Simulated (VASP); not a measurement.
Input:

```xyz
2
Lattice="0.0000 2.7862 2.7862 2.7862 0.0000 2.7862 2.7862 2.7862 0.0000" Properties=species:S:1:pos:R:3 pbc="T T T"
Zn     0.0000     0.0000     0.0000
Se     1.3931     1.3931     1.3931
```

Computed with LDA (Ceperley-Alder, Perdew-Zunger), VASP's LDA PAW potentials (set 64) (plane waves; VASP). Numerical set-up: 400 eV cut-off, 15×15×15 Γ-centred mesh, Gaussian smearing of 0.010 eV, potentials Zn Se.

Question: Estimate the energy per atom (σ→0), band gap (on the k-mesh) with the smallest direct gap where there is one.

Answer: 
* **band gap (on the k-mesh)**: 1.28 eV
* **smallest direct gap (on the k-mesh)**: 1.28 eV
* **energy per atom (σ→0)**: -3.686 eV/atom

The absolute energy has meaning only against runs of the same code, potentials and settings.

The compound is ZnSe in the zinc blende structure. It was relaxed first, which changed the volume by -5 %.
